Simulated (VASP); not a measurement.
```
CELL_PARAMETERS angstrom
      2.26594     0.00000     0.00000
     -1.13297     1.96236     0.00000
      0.00000     0.00000    25.60689
ATOMIC_POSITIONS crystal
  Be 0.66667 0.33333 0.39354
  Be 0.33333 0.66667 0.32037
  Be 0.66667 0.33333 0.53540
  Be 0.33333 0.66667 0.46460
  Be 0.66667 0.33333 0.67963
  Be 0.33333 0.66667 0.60646
```

Calculation: r2SCAN meta-GGA, VASP's PBE PAW potentials (set 64) (plane waves; VASP). Numerical set-up: PREC = Normal, 400 eV cut-off, 14×14×1 Γ-centred mesh, first-order Methfessel-Paxton smearing of 0.10 eV, potentials Be.

### Question
What does the run give for the energy per atom (σ→0), band gap (on the k-mesh) with the smallest direct gap where there is one?

### Answer

* **band gap (on the k-mesh)**: none (metal, semimetal or under 0.01 eV)
* **energy per atom (σ→0)**: -4.176 eV/atom

The absolute energy has meaning only against runs of the same code, potentials and settings.

The cell is a thin slab with vacuum, built from Be (hcp): (001) face.
